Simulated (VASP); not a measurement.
Method: PBE GGA with spin-orbit coupling, VASP's PBE PAW potentials (set 64) (plane waves; VASP).

Input for VASP

**INCAR**
```
SYSTEM = MoSe
PREC = Accurate
ENCUT = 300
EDIFF = 1E-6
NELM = 100
ALGO = Normal
LREAL = .FALSE.
LASPH = .TRUE.
ISMEAR = -1
SIGMA = 0.1
GGA = PE
LMAXMIX = 4
LWAVE = .FALSE.
LCHARG = .FALSE.
ISIF = 2
LSORBIT = .TRUE.
LNONCOLLINEAR = .TRUE.
MAGMOM = 0.0 0.0 0.0 0.0 0.0 0.0 0.0 0.0 0.0 0.0 0.0 0.0
GGA_COMPAT = .FALSE.
LORBIT = 11
```

File POSCAR:
```
MoSe
1
   -1.6751160000     1.6751160000     5.6711170000
    1.6751160000    -1.6751160000     5.6711170000
    1.6751160000     1.6751160000    -5.6711170000
Mo Se
2 2
Direct
  0.7500000000   0.7500000000   0.0000000000
  0.5000000000   0.0000000000   0.5000000000
  0.1660000000   0.1660000000   0.0000000000
  0.9160000000   0.4160000000   0.5000000000
```

KPOINTS:
```
Automatic mesh
0
Gamma
5 5 5
0 0 0
```

POTCAR, in this order: Mo_sv Se (PBE.64 set). Program: vasp_ncl.

Output

**OUTCAR**
```
 ion  position               nearest neighbor table
   1  0.750  0.750  0.000-   4 2.52   4 2.52   3 2.55   3 2.55   3 2.55   3 2.55   2 3.29   2 3.29
                             2 3.29   2 3.29
   2  0.500  0.000  0.500-   3 2.52   3 2.52   4 2.55   4 2.55   4 2.55   4 2.55   1 3.29   1 3.29
                             1 3.29   1 3.29
   3  0.166  0.166  0.000-   2 2.52   2 2.52   1 2.55   1 2.55   1 2.55   1 2.55
   4  0.916  0.416  0.500-   1 2.52   1 2.52   2 2.55   2 2.55   2 2.55   2 2.55
  LATTYP: Found a body centered tetragonal cell.
 ALAT       =     3.3502320000
 C/A-ratio  =     3.3855070335
 Subroutine PRICEL returns:
 Original cell was already a primitive cell.
 Subroutine GETGRP returns: Found  8 space group operations
The static configuration has the point symmetry C_2v.
 The point group associated with its full space group is C_4v.
The dynamic configuration has the point symmetry C_2v.
The overall configuration has the point symmetry C_2v.
 Subroutine INISYM returns: Found  8 space group operations
 Subroutine IBZKPT returns following result:
 Found     30 irreducible k-points:

 Following reciprocal coordinates:
            Coordinates               Weight
  0.000000  0.000000  0.000000      1.000000
  0.200000 -0.000000  0.000000      4.000000
 -0.200000  0.000000 -0.000000      4.000000
  0.400000 -0.000000  0.000000      4.000000
 -0.400000  0.000000 -0.000000      4.000000
  0.200000  0.200000  0.000000      4.000000
 -0.200000 -0.200000 -0.000000      4.000000
  0.400000  0.200000  0.000000      8.000000
 -0.400000 -0.200000 -0.000000      8.000000
 -0.400000  0.200000  0.000000      8.000000
  0.400000 -0.200000  0.000000      8.000000
 -0.200000  0.200000  0.000000      4.000000
  0.400000  0.400000  0.000000      4.000000
 -0.400000 -0.400000  0.000000      4.000000
 -0.400000  0.400000  0.000000      4.000000
  0.200000  0.200000  0.200000      4.000000
 -0.200000 -0.200000 -0.200000      4.000000
 -0.200000  0.200000  0.200000      4.000000
 -0.400000  0.400000  0.200000      8.000000
 -0.200000  0.400000  0.200000      4.000000
  0.200000 -0.400000 -0.200000      4.000000
 -0.400000 -0.400000  0.200000      4.000000
  0.400000  0.400000 -0.200000      4.000000
 -0.200000 -0.400000  0.200000      4.000000
  0.200000  0.400000 -0.200000      4.000000
 -0.200000 -0.200000  0.200000      1.000000
  0.200000  0.200000 -0.200000      1.000000
 -0.400000  0.400000  0.400000      4.000000
 -0.400000 -0.400000  0.400000      1.000000
  0.400000  0.400000 -0.400000      1.000000
   k-points           NKPTS =     30   k-points in BZ     NKDIM =     30   number of bands    NBANDS=     48
   number of dos      NEDOS =    301   number of ions     NIONS =      4
   total plane-waves  NPLWV =  46656
   dimension x,y,z NGX =    36 NGY =   36 NGZ =   36
   dimension x,y,z NGXF=    72 NGYF=   72 NGZF=   72
   ions per type =               2   2
   PREC   = accura    normal or accurate (medium, high low for compatibility)
   ISTART =      0    job   : 0-new  1-cont  2-samecut
   ICHARG =      2    charge: 1-file 2-atom 10-const
   ISPIN  =      1    spin polarized calculation?
   LNONCOLLINEAR =      T non collinear calculations
   LSORBIT =      T    spin-orbit coupling
   INIWAV =      1    electr: 0-lowe 1-rand  2-diag
   ENCUT  =  300.0 eV  22.05 Ry    4.70 a.u.   8.68  8.68  8.68*2*pi/ulx,y,z
   NELM   =    100;   NELMIN=  2; NELMDL= -5     # of ELM steps
   EDIFF  = 0.1E-05   stopping-criterion for ELM
   LREAL  =      F    real-space projection
   NLSPLINE    = F    spline interpolate recip. space projectors
   LMAXMIX     =    4 max onsite mixed and CHGCAR
   VOSKOWN=      0    Vosko Wilk Nusair interpolation
   EDIFFG = 0.1E-04   stopping-criterion for IOM
   NSW    =      0    number of steps for IOM
...
```

### OSZICAR
```
       N       E                     dE             d eps       ncg     rms          rms(c)
DAV:   1     0.302962335819E+03    0.30296E+03   -0.17771E+04  3320   0.109E+03
DAV:   2    -0.142443075148E+02   -0.31721E+03   -0.30798E+03  3408   0.373E+02
DAV:   3    -0.289953315849E+02   -0.14751E+02   -0.14349E+02  3608   0.714E+01
DAV:   4    -0.293654063781E+02   -0.37007E+00   -0.35922E+00  3616   0.944E+00
DAV:   5    -0.293750671053E+02   -0.96607E-02   -0.95871E-02  3560   0.119E+00    0.238E+01
DAV:   6    -0.286166634608E+02    0.75840E+00   -0.45478E+00  3184   0.133E+01    0.924E+00
DAV:   7    -0.285690009113E+02    0.47663E-01   -0.29814E-01  3392   0.320E+00    0.467E+00
DAV:   8    -0.285591871633E+02    0.98137E-02   -0.55227E-02  3376   0.142E+00    0.737E-01
DAV:   9    -0.285590672147E+02    0.11995E-03   -0.26467E-03  3736   0.244E-01    0.258E-01
DAV:  10    -0.285589948809E+02    0.72334E-04   -0.83691E-04  3312   0.210E-01    0.629E-02
DAV:  11    -0.285590070509E+02   -0.12170E-04   -0.47071E-05  3480   0.476E-02    0.255E-02
DAV:  12    -0.285590072070E+02   -0.15608E-06   -0.34433E-06  2888   0.152E-02
   1 F= -.28559007E+02 E0= -.28498203E+02  d E =-.121609E+00  mag=     0.0000    -0.0000     0.0000
```

**OUTCAR**
```
------------------------ aborting loop because EDIFF is reached ----------------------------------------
  FORCE on cell =-STRESS in cart. coord.  units (eV):
  Direction    XX          YY          ZZ          XY          YZ          ZX
  --------------------------------------------------------------------------------------
  Total        4.7187457      4.7187457      5.0746017      0.0000000      0.0000000      0.0000000
  in kB      118.7732894    118.7732894    127.7303695      0.0000000      0.0000000      0.0000000
  external PRESSURE =     121.7589827 kB  Pullay stress =       0.0000000 kB
  volume of cell :       63.65
      direct lattice vectors                 reciprocal lattice vectors
    -1.675116000  1.675116000  5.671117000     0.000000000  0.298486791  0.088166053
     1.675116000 -1.675116000  5.671117000     0.298486791  0.000000000  0.088166053
     1.675116000  1.675116000 -5.671117000     0.298486791  0.298486791  0.000000000
 POSITION                                       TOTAL-FORCE (eV/Angst)
 -----------------------------------------------------------------------------------
      0.00000      0.00000      8.50668        -0.000000     -0.000000     -0.008581
      0.00000      1.67512      0.00000        -0.000000     -0.000000     -0.008581
      0.00000      0.00000      1.88281         0.000000     -0.000000      0.008581
      0.00000      1.67512      4.71837        -0.000000      0.000000      0.008581
 -----------------------------------------------------------------------------------
    total drift:                                0.000000      0.000000      0.000871
  FREE ENERGIE OF THE ION-ELECTRON SYSTEM (eV)
  ---------------------------------------------------
  free  energy   TOTEN  =       -28.5590072070 eV

  energy  without entropy=      -28.4373985027  energy(sigma->0) =      -28.49820285

 total charge

# of ion       s       p       d       tot
------------------------------------------
    1        2.231   6.147   4.144  12.522
    2        2.231   6.147   4.144  12.522
    3        1.427   2.408   0.166   4.001
    4        1.427   2.408   0.166   4.001
--------------------------------------------------
tot          7.317  17.110   8.620  33.047

 magnetization (x)

# of ion       s       p       d       tot
------------------------------------------
    1        0.000   0.000   0.000   0.000
    2        0.000   0.000   0.000   0.000
    3        0.000  -0.000  -0.000  -0.000
    4        0.000  -0.000   0.000  -0.000
--------------------------------------------------
tot          0.000  -0.000  -0.000  -0.000

 magnetization (y)

# of ion       s       p       d       tot
------------------------------------------
    1       -0.000   0.000   0.000  -0.000
    2       -0.000   0.000   0.000  -0.000
    3        0.000   0.000   0.000   0.000
    4        0.000   0.000   0.000   0.000
--------------------------------------------------
tot         -0.000   0.000   0.000   0.000

 magnetization (z)

# of ion       s       p       d       tot
------------------------------------------
    1       -0.000   0.000   0.000   0.000
    2        0.000  -0.000  -0.000  -0.000
    3        0.000   0.000   0.000   0.000
    4        0.000  -0.000   0.000  -0.000
--------------------------------------------------
tot          0.000   0.000   0.000   0.000

 Ion:    1  E_soc:     -0.2018957

 Ion:    2  E_soc:     -0.2018957

 Ion:    3  E_soc:     -0.0362159

 Ion:    4  E_soc:     -0.0362159
```
(Selected blocks of OUTCAR.)

At this cut-off the stress carries a Pulay error, which pulls relaxed volumes low.

The structure was generated: MoSe was put into an ordered model structure, which need not be its known phase. The cell was not relaxed at this level. The k-mesh is coarse (spacing up to 0.53 per Å, 2π included), so the numbers may not be converged in it. The run is one of a series of settings (GGA_COMPAT = .FALSE., LNONCOLLINEAR = .TRUE., LSORBIT = .TRUE., MAGMOM = 0.0 0.0 0.0 0.0 0.0 0.0 0.0 0.0 0.0 0.0 0.0 0.0, program vasp_ncl against the base run), some of them coarse on purpose.
